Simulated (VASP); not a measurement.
Input:

```
CELL_PARAMETERS angstrom
      0.00000     2.76468     2.76468
      2.76468     0.00000     2.76468
      2.76468     2.76468     0.00000
ATOMIC_POSITIONS crystal
  Mg 0.00000 0.00000 0.00000
  Se 0.50000 0.50000 0.50000
```

The numbers are results of PBEsol GGA, VASP's PBE PAW potentials (set 64) (plane waves; VASP), not measurements. Numerical set-up: 480 eV cut-off, 8×8×8 Γ-centred mesh, Gaussian smearing of 0.050 eV, potentials Mg Se.

### Question
Give the stress tensor in GPa (positive for a compressed cell).

### Answer

```
-2.65   0.00   0.00
 0.00  -2.65   0.00
 0.00   0.00  -2.65
```
The pressure is its mean diagonal, -2.65 GPa.

The compound is MgSe in the rock salt structure. This cell was strained or had an atom moved on purpose.
